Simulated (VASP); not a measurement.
An input for Quantum ESPRESSO's pw.x (written as the equivalent of a VASP run, and not itself run):

```
&CONTROL
  calculation = 'scf'
  pseudo_dir = './pseudo'
  outdir = './out'
  tprnfor = .true.
  tstress = .true.
/
&SYSTEM
  ibrav = 0
  nat = 2
  ntyp = 2
  ecutwfc = 74
  occupations = 'smearing'
  smearing = 'gaussian'
  degauss = 0.003675
  input_dft = 'pbe'
/
&ELECTRONS
  conv_thr = 7.3e-06
  electron_maxstep = 100
/
ATOMIC_SPECIES
  Li 6.940 Li.upf
  Cl 35.450 Cl.upf
CELL_PARAMETERS angstrom
     0.0000000    2.6214000    2.6214000
     2.6214000    0.0000000    2.6214000
     2.6214000    2.6214000    0.0000000
ATOMIC_POSITIONS crystal
  Li   0.0000000  0.0000000  0.0000000
  Cl   0.5000000  0.5000000  0.5000000
K_POINTS automatic
  8 8 8 0 0 0
```

Problem. Write the VASP files for the same calculation (PBE).

Solution. One answer among several that fit: 
**INCAR**
```
! general
SYSTEM=LiCl
PREC  =Accurate
ENCUT =520   ! plane-wave cut-off (eV)
LREAL =.False.
LASPH =.True.

! electronic loop
EDIFF =1E-4   ! SCF stop (eV)
NELM  =100
ALGO  =Normal   ! blocked Davidson

! smearing
ISMEAR=0
SIGMA =0.05

! functional
GGA   =PE   ! PBE

! ions
ISIF  =2   ! forces and stress, cell fixed

! output
LWAVE =.False.
LCHARG=.False.
```

POSCAR:
```
LiCl
1
    0.0000000000     2.6214000000     2.6214000000
    2.6214000000     0.0000000000     2.6214000000
    2.6214000000     2.6214000000     0.0000000000
Li Cl
1 1
Direct
  0.0000000000   0.0000000000   0.0000000000
  0.5000000000   0.5000000000   0.5000000000
```

### KPOINTS
```
K-points
0
gamma
 8 8 8
```

POTCAR, in this order: Li_sv Cl (PBE.64 set). Program: vasp_std.

Limits of the translation: the potentials are each code's own (VASP's PAW set, PseudoDojo norm-conserving files in pw.x), so ENCUT and ecutwfc are chosen apart and not converted; conv_thr bounds pw.x's estimated SCF error, while EDIFF bounds the energy change between steps.

The compound is LiCl in the rock salt structure. The cell was not relaxed at this level. The run is one of a series of settings (EDIFF = 1E-4 against the base run), some of them coarse on purpose.
